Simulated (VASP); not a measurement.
Set up this calculation in VASP 6.6.1, as the native input.

```
Task                   : relaxation of cell and atoms
Functional             : PBE
Potentials or basis    : VASP PAW PBE potentials, release 64 (Zr_sv, Hf_pv, Se)
Cutoff                 : 520 eV
k mesh                 : 2 × 2 × 3
Occupations            : gaussian, width 0.15 eV
Spin                   : no spin polarisation
Further INCAR settings : PREC = Normal; LREAL = Auto; ALGO = Fast; EDIFF = 0.0001; IBRION = 2; EDIFFG = -0.08; NSW = 24; ISIF = 3
```

The structure of HfZrSe3 lies in POSCAR:

```
HfZrSe3
1.0
    6.7637684300      0.0000000000      0.0000000000
    0.0000000000      6.7637684300      0.0000000000
    0.0000000000      0.0000000000      4.8891867700
Zr Hf Se
2 2 6
Direct
    0.0000000000      0.5000000000      0.5000000000
    0.5000000000      0.0000000000      0.5000000000
    0.0000000000      0.0000000000      0.0000000000
    0.5000000000      0.5000000000      0.0000000000
    0.6966239900      0.1966239900      0.0000000000
    0.8033760100      0.6966239900      0.0000000000
    0.1966239900      0.3033760100      0.0000000000
    0.3033760100      0.8033760100      0.0000000000
    0.0000000000      0.0000000000      0.5000000000
    0.5000000000      0.5000000000      0.5000000000
```

The cell was built by a generator and needn't be a form met in nature.

One way to write it, as run:

INCAR

```
SYSTEM = HfZrSe3
ALGO     = Fast           ! electronic algorithm
EDIFF    = 1E-4           ! SCF threshold, eV
EDIFFG   = -0.08          ! ionic threshold
ENCUT    = 520            ! plane-wave cutoff, eV
GGA      = PE             ! functional
IBRION   = 2              ! ionic algorithm
ISIF     = 3              ! what is computed and relaxed
ISMEAR   = 0              ! smearing method
LASPH    = .True.         ! aspherical terms in the spheres
LCHARG   = .False.        ! write CHGCAR
LREAL    = Auto         
LWAVE    = .False.        ! write WAVECAR
NELM     = 60             ! most SCF steps
NSW      = 24             ! ionic steps
PREC     = Normal         ! precision mode
SIGMA    = 0.15           ! smearing width, eV
```

KPOINTS

```
k-points
0
Gamma
  2 2 3
  0 0 0
```

Potentials or basis: VASP PAW PBE potentials, release 64 (Zr_sv, Hf_pv, Se).

Launch:

```bash
$ cat potpaw_PBE.64/Zr_sv/POTCAR potpaw_PBE.64/Hf_pv/POTCAR potpaw_PBE.64/Se/POTCAR > POTCAR
$ mpirun -np 2 vasp_std > vasp.out
```

Results of the run:

```json
{"Relaxed volume": "24.47 Å³/atom", "Relaxed cell": "a = 6.956 Å, b = 6.956 Å, c = 5.057 Å, α = 90.00°, β = 90.00°, γ = 90.00°", "Space group after relaxing (to 0.05 Å)": "P4/mbm (No. 127)", "Energy gained by relaxing": "298.2 meV/atom", "Ionic steps": "11", "Pressure after relaxing": "-0.4 GPa", "Largest force after relaxing": "0.042 eV/Å", "Band gap on the k mesh": "none (metal or under the smearing width)"}
```

Caveat: the k mesh is coarse (spacing up to 0.46 Å⁻¹), so the values aren't converged; the relaxation stopped at a loose force limit of 0.08 eV/Å, so its end isn't a converged minimum.

It took 2.1 min on 2 MPI ranks on Intel(R) Xeon(R) Platinum 8488C (Sapphire Rapids), on a shared host, peak memory 0.18 GiB a rank.
